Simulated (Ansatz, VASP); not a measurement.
# In2Se: VASP beside Ansatz

Wanted: the spread between two codes on one cell, functional and k mesh. The cell is generated by rule, not measured, and may not be a known phase. The cell is taken from a series of runs on this material, whose earlier steps may have relaxed, scaled, displaced or heated it; both programs get it as it stands.

Method: plane waves, with VASP 6.6.1 beside it; zone-centre phonons at PBEsol, in Ansatz 0.2.0.

The structure was built from a prototype and need not be the compound's stable phase.

**1. Starting point**

It takes space group Pn-3m (No. 224, cubic). Conventional cell: a = 6.628 Å, b = 6.628 Å, c = 6.628 Å, α = 90.00°, β = 90.00°, γ = 90.00°. Nearest to Se lie 4 In at 2.87 Å. Nearest to In lie 2 Se at 2.87 Å. Farther neighbours and most contacts between anions are not listed.

**2. Ansatz: zone-centre phonons, PBEsol**

Ansatz runs on its default PAW (the set named soft_2) files.

Second derivatives magnify differences that forces hide, and they need a tight electronic threshold.

input.yaml

```yaml
crystal:
  lattice:
    - [6.6284302234, 0.0, 0.0]
    - [0.0, 6.6284302234, 0.0]
    - [0.0, 0.0, 6.6284302234]
  atoms:
    - { symbol: Se, position: [0.0, 0.0, 0.0] }
    - { symbol: Se, position: [0.5, 0.5, 0.5] }
    - { symbol: In, position: [0.25, 0.25, 0.25] }
    - { symbol: In, position: [0.75, 0.75, 0.25] }
    - { symbol: In, position: [0.75, 0.25, 0.75] }
    - { symbol: In, position: [0.25, 0.75, 0.75] }
kpoints:
  mp_grid: { grid: [6, 6, 6] }
hamiltonian:
  xc: pbesol
scf:
  occupations: { method: methfessel_paxton, width: 0.2 }
output:
  eigenvalues: true
phonons:
  method: dfpt
```

Command:

```console
> ansatz run input.yaml --threads 8 --pin off --max-ram 14336MiB --backend cpu --events-out ev --progress --plain --runs-dir out
```

Numbers of over 12 decimals in the logs are rounded to 6 here.

What it wrote:

```text
Engine: ansatz 0.2.0, aarch64-unknown-linux-gnu
Pseudopotentials: kind: paw
Pseudopotential: Se, paw, valence charge 16, recommended cutoff 420 eV (normal), Se.paw.azcp
Pseudopotential: In, paw, valence charge 13, recommended cutoff 420 eV (normal), In.paw.azcp
Functional definition: PBEsol
  exchange = pbesol_x
  correlation = pbesol_c
Crystal: 6 atoms, lattice volume = 291.227 Å³
Basis set: ecut = 420 eV, 5695 PW (Γ), exchange–correlation on 96×96×96 points (8 copies of the dense FFT grid, shifted against one another)
Bands: 51, of which v1, the nominal top of the filled ones, is band 42 counted from 1 (41 counted from 0)
Symmetry: 48 space group operations
k-points: 68 of 216 (irreducible under 2 space group operations, time reversal used)
Non-local potential: Se, projectors of the file, l = 0: 2, l = 1: 2, l = 2: 3, l = 3: 1
Non-local potential: In, projectors of the file, l = 0: 2, l = 1: 2, l = 2: 2, l = 3: 2
PAW form: soft (Blöchl's): semilocal exchange-correlation on the pseudo side does not see the compensation charge
PAW frozen core: Se, regenerated for the run's functional, and the local potential with it (the file was generated under x = pbe(κ = 0.804, μ = 0.219515), c = pbe(β = 0.066725))
PAW frozen core: In, regenerated for the run's functional, and the local potential with it (the file was generated under x = pbe(κ = 0.804, μ = 0.219515), c = pbe(β = 0.066725))
PAW one-centre angular grid: Se, 590 points (default); XC on 64 Gauss nodes
PAW one-centre angular grid: In, 590 points (default); XC on 64 Gauss nodes
Initial density: superposition of atomic densities (neutral atoms: chi_scale 0, normalization atom), corrected by the library's trained network
Initial wavefunctions: pseudopotential atomic-orbital guess
Functional: x = pbesol(κ = 0.804, μ = 0.123457), c = pbesol(β = 0.046)
SCF iter   1: F=—  HF=-32947.147714 eV  |F-HF|=—  |Δ(HF+E_count)|=         —  Δρ=5.10e-3  dr2=2.18e-1  ethr=1.77e-3  ⟨swp⟩=7.1  Hψ=12612  notcnv=0
preconditioner: auto → LDOS  [metal: Δε(μ)=0.033 eV  Ē_g=12.756 eV  σ=0.200 eV  W_gap=0.14  n_scr=56 (ndim 8)  ℏωp=17.4 eV  f_vac=0.169  D(μ)=4.60/eV (n_scr^D=26)  β→1.0]
SCF iter   2: F=—  HF=-32947.123323 eV  |F-HF|=—  |Δ(HF+E_count)|=   2.44e-2  S|Δr|=    0.00e0  Δρ=1.40e-3  dr2=1.23e-2  ethr=2.59e-4  ⟨swp⟩=2.0  Hψ=4233  notcnv=0
SCF iter   3: F=—  HF=-32947.124426 eV  |F-HF|=—  |Δ(HF+E_count)|=   1.10e-3  S|Δr|=    0.00e0  Δρ=8.73e-4  dr2=1.80e-3  ethr=1.46e-5  ⟨swp⟩=2.0  Hψ=5490  notcnv=0
SCF iter   4: F=—  HF=-32947.123829 eV  |F-HF|=—  |Δ(HF+E_count)|=   5.97e-4  S|Δr|=    0.00e0  Δρ=2.53e-4  dr2=1.51e-4  ethr=2.15e-6  ⟨swp⟩=2.0  Hψ=5493  notcnv=0
SCF iter   5: F=—  HF=-32947.123807 eV  |F-HF|=—  |Δ(HF+E_count)|=   2.18e-5  S|Δr|=    0.00e0  Δρ=3.03e-5  dr2=3.82e-6  ethr=1.80e-7  ⟨swp⟩=2.0  Hψ=5483  notcnv=0
SCF iter   6: F=—  HF=-32947.123776 eV  |F-HF|=—  |Δ(HF+E_count)|=   3.10e-5  S|Δr|=    0.00e0  Δρ=1.05e-5  dr2=6.23e-7  ethr=4.55e-9  ⟨swp⟩=2.0  Hψ=6242  notcnv=0
SCF iter   7: F=—  HF=-32947.123776 eV  |F-HF|=—  |Δ(HF+E_count)|=   5.90e-7  S|Δr|=    0.00e0  Δρ=1.38e-6  dr2=3.38e-9  ethr=7.41e-10  ⟨swp⟩=2.0  Hψ=6171  notcnv=0
SCF iter   8: F=—  HF=-32947.123776 eV  |F-HF|=—  |Δ(HF+E_count)|=   4.13e-9  S|Δr|=    0.00e0  Δρ=4.70e-7  dr2=5.91e-10  ethr=4.03e-12  ⟨swp⟩=2.0  Hψ=6242  notcnv=0
SCF iter   9: F=—  HF=-32947.123776 eV  |F-HF|=—  |Δ(HF+E_count)|=  5.09e-10  S|Δr|=    0.00e0  Δρ=6.57e-8  dr2=1.56e-11  ethr=1.00e-12  ⟨swp⟩=2.0  Hψ=6173  notcnv=0
SCF iter  10: F=-32947.123776 eV  HF=-32947.123776 eV  |F-HF|=7.28e-12  |Δ(HF+E_count)|=  1.46e-11  S|Δr|=    0.00e0  Δρ=9.39e-9  dr2=2.88e-13  ethr=1.00e-12  ⟨swp⟩=11.7  Hψ=15479  notcnv=0
SCF 1 converged in 10 iterations: F = -32947.123776 eV  dr2 = 2.88e-13
  greatest PAW one-centre occupation: 1.000 electrons in one spin orbital (limit 2), on the Se atom at site 1 (counted from 0), in its partial waves of l = 2
DFPT response loops at Γ: preconditioner auto → none (partly filled bands, converged f_vac=0.230); β = 0.50; Broyden in place of MSR1
SCF converged after 10 iterations
Stability not checked: this state was not tested for a lower state beside it, because cold or Methfessel-Paxton smearing, or corrected tetrahedra, fill the levels in a way that the test cannot read (fill_not_monotonic; see scf.lower_state_search)
Free energy (F): -32947.123776 eV
Harris-Foulkes:  -32947.123776 eV  (|F-HF|=7.28e-12)
Internal energy: -32947.140452 eV  (E = F + TS)
E sigma→0 (E₀):  -32947.127945 eV
Entropy (-TS):   0.016676 eV (2.779 meV/atom)
Fermi energy:    3.251288 eV
--- Per-component energies (eV) ---
  E_band       = -1351.180651
  E_kinetic    = 1192.188490
  E_local      = -12907.831913  (includes V_loc(G=0)·N_el)
  E_nonlocal   = 283.532246
  E_hartree    = 5707.136237
  E_xc         = -1058.540898
  E_vxc        = -590.696929  (∫ρ·V_xc dr)
  E_paw        = -20051.406129  (= ΣΔE_a)
  E_vpaw       = -742.643918  (= ΣTr[D̂ρ^β])
  E_aug_tail   = -0.001075  (compensation charges beyond the density's cutoff)
  E_ewald      = -6115.177921
  E_core_change = 2.960511  (= ΣΔE_core)
  E_smearing   = 0.016676  (= −TS)
  E_closure    = 0.000000  (closes the sum)
  Σ components = -32947.123776   (vs F -32947.123776, Δ=0.00e0)
--- Band table (eV; the first three rows and the last of 68) ---
  k-point 0: bands = [... 38 lower, 0.4272, 2.9530, 2.9530, 3.3989, 3.3989, 3.3989, 5.3333, 5.3333, ... 5 higher]
  k-point 1: bands = [... 38 lower, 0.7138, 3.0468, 3.1305, 3.2329, 3.3015, 3.3015, 4.9948, 5.3773, ... 5 higher]
  k-point 2: bands = [... 38 lower, 1.3276, 2.7072, 3.1463, 3.1463, 3.3247, 3.6904, 4.3638, 5.2947, ... 5 higher]
  k-point 67: bands = [... 38 lower, 0.3429, 3.2853, 3.2853, 3.2853, 3.7690, 3.7690, 3.7690, 5.7305, ... 5 higher]
--- Phonons (Γ-DFPT): 2 representative perturbations + reference, on 68 of 216 k-points (Σ response iterations 7) ---
  k mesh reduced under 2 symmetry operations, with k and −k counted as one. Each operation leaves every solved perturbation unchanged. A smaller set is not used because it would not reduce the number of displacements times k-points to solve
  ASR residual: 2.673e-5 → 0.000e0 eV/Å²; symmetrization residual: 3.321e-5 eV/Å²
  ASR residual per site (eV/Å²): 2.67e-5 2.67e-5 1.13e-5 1.13e-5 1.13e-5 1.13e-5
  Γ frequencies (cm⁻¹): -116.34 -116.34 -116.34 -101.77 -101.77 -101.77 -73.98 -73.98 -73.98 -60.23 -60.23 0.00 0.00 0.00 37.13 37.13 37.13 118.95
  non-analytic LO–TO correction: not included (Born effective charges unavailable; polar crystals: no LO–TO splitting at Γ)
```

(Continued in part 2 of 3.)

[Lines on the potential files, build, host, timing and source positions are cut from VASP's logs without a mark.]

[Logs are printed without paths, hosts, clocks, repeated set-up lines and the standing remarks that a program may print on its own settings, such as how far it seeks lower states.]

[Hosts, paths, dates, database ids (printed as entryN), source tags and the programs' standing remarks are cut or masked in the printed files.]
